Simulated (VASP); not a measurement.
Here is the system:

```yaml
crystal:
  lattice:
    - [3.12155, 0.00000, 0.00000]
    - [-1.56078, 2.70334, 0.00000]
    - [0.00000, 0.00000, 6.04005]
  atoms:
    - { symbol: V, position: [0.00000, 0.00000, 0.00000] }
    - { symbol: V, position: [0.00000, 0.00000, 0.50000] }
    - { symbol: S, position: [0.33333, 0.66667, 0.25000] }
    - { symbol: S, position: [0.66667, 0.33333, 0.75000] }
```

The numbers are results of PBEsol GGA, VASP's PBE PAW potentials (set 64) (plane waves; VASP 6.6.1), not measurements. Settings: 400 eV cut-off, Gaussian smearing of 0.050 eV, potentials V_sv S.

Problem. Estimate the band gap (along the path) with the smallest direct gap where there is one.

Solution. 
| Property | Value |
|---|---|
| band gap (along the path) | none (metal, semimetal or under 0.01 eV) |

The absolute energy has meaning only against runs of the same code, potentials and settings.

The structure was generated: VS was put into the NiAs type type (P6_3/mmc), which need not be its known phase. It was relaxed first, which changed the volume by -39 %. The run is not spin-polarised, so no magnetic state was tried.
